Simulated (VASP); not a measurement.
A calculation with VASP 6.6.1 of Cr3Cu (ASE script, Cartesian positions):

The input run.py:

```python
from ase.calculators.vasp import Vasp
from ase.dft.bandgap import bandgap
from ase.io import read

atoms = read('Cr3Cu.xyz')
atoms.set_initial_magnetic_moments([0.6, 3.0, 3.0, 3.0])
calc = Vasp(
    directory='calc',
    xc='lda',
    pp='LDA',
    setups='recommended',
    prec='Accurate',
    encut=520,
    ediff=1e-07,
    ismear=0,
    sigma=0.05,
    lreal=False,
    lasph=True,
    nelm=150,
    algo='Normal',
    isif=2,
    lwave=False,
    lcharg=True,
    ispin=2,
    lorbit=11,
    lmaxmix=4,
    lelf=True,
    lvhar=True,
    kpts=[7, 7, 7],
    gamma=True,
    nbands=36,
)
atoms.calc = calc

print('energy (eV):', atoms.get_potential_energy())
print('free energy (eV):', atoms.get_potential_energy(force_consistent=True))
print('forces (eV/A):')
print(atoms.get_forces())
print('stress (eV/A^3, Voigt):', atoms.get_stress())
print('Fermi level (eV):', calc.get_fermi_level())
print('moment (muB):', atoms.get_magnetic_moment())
print('site moments (muB):', atoms.get_magnetic_moments())
gap, top, bottom = bandgap(calc)
print('band gap (eV):', gap, 'from (spin, k, band)', top, 'to', bottom)
```

Cr3Cu.xyz

```xyz
4
Lattice="3.6019180000 0.0000000000 0.0000000000 0.0000000000 3.6019180000 0.0000000000 0.0000000000 0.0000000000 3.6019180000" Properties=species:S:1:pos:R:3 pbc="T T T"
Cu     0.0000000000      0.0000000000      0.0000000000
Cr     1.8009590000      1.8009590000      0.0000000000
Cr     1.8009590000      0.0000000000      1.8009590000
Cr     0.0000000000      1.8009590000      1.8009590000
```

Potentials or basis: VASP PAW LDA potentials, release 64 (Cu, Cr_pv).

Run with:

```sh
$ python run.py
```

The cell comes from a database or a generator and needn't be the stable form of this composition.

Q: Write the same calculation in another form: native input, structure from a POSCAR.

A: As run:

Contents of INCAR:

```
  PREC = Accurate
  ENCUT = 520
  EDIFF = 1E-6
  ISMEAR = 0
  SIGMA = 0.05
  LREAL = F
  LASPH = T
  NELM = 120
  ALGO = Normal
  ISIF = 2
  LWAVE = F
  LCHARG = T
  ISPIN = 2
  MAGMOM = 0.6 3 3 3
  LORBIT = 11
  LMAXMIX = 4
  GGA = CA
  LELF = T
  LVHAR = T
```

The input KPOINTS:

```
Automatic mesh
0
Gamma
  7 7 7
```

Contents of POSCAR:

```
Cr3Cu
1.0
    3.6019180000      0.0000000000      0.0000000000
    0.0000000000      3.6019180000      0.0000000000
    0.0000000000      0.0000000000      3.6019180000
Cu Cr
1 3
Direct
    0.0000000000      0.0000000000      0.0000000000
    0.5000000000      0.5000000000      0.0000000000
    0.5000000000      0.0000000000      0.5000000000
    0.0000000000      0.5000000000      0.5000000000
```

Potentials or basis: VASP PAW LDA potentials, release 64 (Cu, Cr_pv).

The run is started by

```console
$ cat potpaw_LDA.64/Cu/POTCAR potpaw_LDA.64/Cr_pv/POTCAR > POTCAR
$ mpirun -np 1 vasp_std > vasp.out
```

Both were run:

|  | ASE script, Cartesian positions | native input, structure from a POSCAR |
| --- | --- | --- |
| Pressure | -16.5 GPa | -16.6 GPa |
| Band gap on the k mesh | none (metal or under the smearing width) | none (metal or under the smearing width) |
| Net moment | 0.00 μB per cell | 0.00 μB per cell |
| Valence electrons inside the program's atomic spheres | Cu 10.23; Cr 10.96 | Cu 10.23; Cr 10.96 |

Keys that steer only the numerical path or the files written may differ.

Caveat: the starting moments collapsed, and a magnetic state may lie lower; so large a pressure means that the cell lies far from this level's equilibrium, or that cutoff or potentials fall short.
